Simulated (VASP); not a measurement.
A run of VASP 6.6.1:

File INCAR:

```
SYSTEM = KNiF3
PREC = Accurate
ENCUT = 450
EDIFF = 1E-6
ISMEAR = 0
SIGMA = 0.05
LREAL = .False.
LASPH = .True.
NELM = 150
ALGO = Normal
ISIF = 2
LWAVE = .False.
LCHARG = .False.
ISPIN = 2
MAGMOM = 2 2 0 0 0 0 0 0 0 0
LORBIT = 11
LMAXMIX = 4
LDAU = .True.
LDAUTYPE = 2
LDAUL = 2 -1 -1
LDAUU = 5.5 0 0
LDAUJ = 0 0 0
LDAUPRINT = 1
GGA = PS
NBANDS = 55
```

Contents of KPOINTS:

```
regular mesh
0
Gamma
  8 8 7
  0 0 0
```

Contents of POSCAR:

```
KNiF3
1.0
    4.0000000000      0.0000000000      4.0000000000
    0.0000000000      4.0000000000      4.0000000000
    0.0000000000      0.0000000000      8.0000000000
Ni F K
2 6 2
Direct
    0.5000000000      0.5000000000      0.7500000000
    0.5000000000      0.5000000000      0.2500000000
    0.5000000000      0.5000000000      0.5000000000
    0.0000000000      0.5000000000      0.0000000000
    0.5000000000      0.0000000000      0.0000000000
    0.5000000000      0.5000000000      0.0000000000
    0.0000000000      0.5000000000      0.5000000000
    0.5000000000      0.0000000000      0.5000000000
    0.0000000000      0.0000000000      0.0000000000
    0.0000000000      0.0000000000      0.5000000000
```

Potentials or basis: VASP PAW PBE potentials, release 64 (Ni, F, K_sv).

Run with:

```sh
$ cat potpaw_PBE.64/Ni/POTCAR potpaw_PBE.64/F/POTCAR potpaw_PBE.64/K_sv/POTCAR > POTCAR
$ mpirun -np 1 vasp_std > vasp.out
```

Hardware: 1 thread of Intel(R) Xeon(R) Platinum 8488C (Sapphire Rapids) (shared host).

How long does it take, and how much memory?

It took 37 min on 1 thread of Intel(R) Xeon(R) Platinum 8488C (Sapphire Rapids), on a shared host, peak memory 0.96 GiB. Counts: scf iterations 16, k points 109.
